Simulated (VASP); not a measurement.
Input of a VASP 6.6.1 run:

File INCAR:

```
SYSTEM = Si2Ge
  ALGO = Fast
  EDIFF = 1E-4
  EDIFFG = -0.08
  ENCUT = 520
  GGA = PE
  IBRION = 2
  ISIF = 3
  ISMEAR = 0
  LASPH = .TRUE.
  LCHARG = .FALSE.
  LREAL = .FALSE.
  LWAVE = .FALSE.
  NELM = 60
  NSW = 24
  PREC = Normal
  SIGMA = 0.15
```

The input KPOINTS:

```
k-points
0
G
  5 5 7
  0 0 0
```

POSCAR

```
Si2Ge
1.0
    4.9011113100      0.0000000000      0.0000000000
   -2.4505556500      4.2444869000      0.0000000000
    0.0000000000      0.0000000000      3.0670052700
Si Ge
2 1
Direct
    0.6666666700      0.3333333300      0.5000000000
    0.3333333300      0.6666666700      0.5000000000
    0.0000000000      0.0000000000      0.0000000000
```

Potentials or basis: VASP PAW PBE potentials, release 64 (Si, Ge_d).

Run with:

```console
$ cat potpaw_PBE.64/Si/POTCAR potpaw_PBE.64/Ge_d/POTCAR > POTCAR
$ mpirun -np 1 vasp_std > vasp.out
```

Q: What does it give for the relaxed volume?

A: 16.22 Å³/atom.

Q: Estimate the band gap on the k mesh.

A: None (metal or under the smearing width).

Q: What does it give for the space group after relaxing (to 0.05 Å)?

A: P6/mmm (No. 191).

Stress tensor (GPa, compression positive):
```
-0.26  0.00  0.00
 0.00 -0.26  0.00
 0.00  0.00  0.10
```

Caveat: the volume moved by over 15 % at a fixed basis, so the end points are rough.
